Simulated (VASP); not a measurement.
OSZICAR of a VASP run on AuAl₂ (fluorite):

File OSZICAR:
```
       N       E                     dE             d eps       ncg     rms          rms(c)
DAV:   1     0.646664991010E+02    0.64666E+02   -0.68481E+03   840   0.115E+03
DAV:   2    -0.361071385611E+01   -0.68277E+02   -0.61871E+02  1008   0.185E+02
DAV:   3    -0.580606763251E+01   -0.21954E+01   -0.21664E+01  1076   0.334E+01
DAV:   4    -0.583039377029E+01   -0.24326E-01   -0.24306E-01   960   0.412E+00
DAV:   5    -0.583089248893E+01   -0.49872E-03   -0.49867E-03  1080   0.633E-01    0.765E+00
DAV:   6    -0.491671989360E+01    0.91417E+00   -0.58385E+00   928   0.267E+01    0.376E+00
DAV:   7    -0.485154461025E+01    0.65175E-01   -0.31891E-01   900   0.666E+00    0.166E+00
DAV:   8    -0.484133374029E+01    0.10211E-01   -0.55468E-02   952   0.192E+00    0.373E-01
DAV:   9    -0.484124957832E+01    0.84162E-04   -0.61609E-03  1008   0.922E-01    0.192E-01
DAV:  10    -0.484168848843E+01   -0.43891E-03   -0.14127E-03   916   0.342E-01    0.310E-02
DAV:  11    -0.484169421273E+01   -0.57243E-05   -0.29198E-05  1088   0.452E-02    0.196E-02
DAV:  12    -0.484169694612E+01   -0.27334E-05   -0.11952E-05   940   0.348E-02    0.405E-03
DAV:  13    -0.484169704642E+01   -0.10030E-06   -0.12181E-06  1040   0.102E-02    0.816E-04
DAV:  14    -0.484169726199E+01   -0.21558E-06   -0.96213E-08   636   0.350E-03    0.525E-04
DAV:  15    -0.484169729694E+01   -0.34946E-07   -0.93850E-09   540   0.112E-03
   1 F= -.48416973E+01 E0= -.48405456E+01  d E =-.345507E-02
```

**Question.** Which electronic solver shows in the log?

**Answer.** It is blocked Davidson (ALGO = Normal, or the opening steps of other solvers). The INCAR had ALGO = Normal.

**Question.** Can the final energy be trusted as converged?

**Answer.** Self-consistency was reached. It stopped with EDIFF = 1E-7, NELM = 100 (vdW-DF2, plane waves, VASP's PBE PAW potentials (set 64)).

The compound is AuAl2 in the fluorite structure. This cell is one point of a volume scan, at 1.06 of the reference volume. The electron count is odd and the run is not spin-polarised, which forces a metal.
